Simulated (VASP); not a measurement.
```
CELL_PARAMETERS angstrom
      0.00000     3.38342     3.38342
      3.38342     0.00000     3.38342
      3.38342     3.38342     0.00000
ATOMIC_POSITIONS crystal
  Hg 0.00000 0.00000 0.00000
  Te 0.25000 0.25000 0.25000
```

Calculation: optB88-vdW, VASP's PBE PAW potentials (set 64) (plane waves; VASP 6.6.1). Settings: 520 eV cut-off, 10×10×10 Γ-centred mesh, first-order Methfessel-Paxton smearing of 0.10 eV, potentials Hg Te.

Question: Give the stress tensor in GPa (positive for a compressed cell).

Answer: 
```
-1.84   0.00   0.00
 0.00  -1.84   0.00
 0.00   0.00  -1.84
```
The pressure is its mean diagonal, -1.84 GPa.

The compound is HgTe in the zinc blende structure. This cell is one point of a volume scan, at 1.06 of the reference volume.
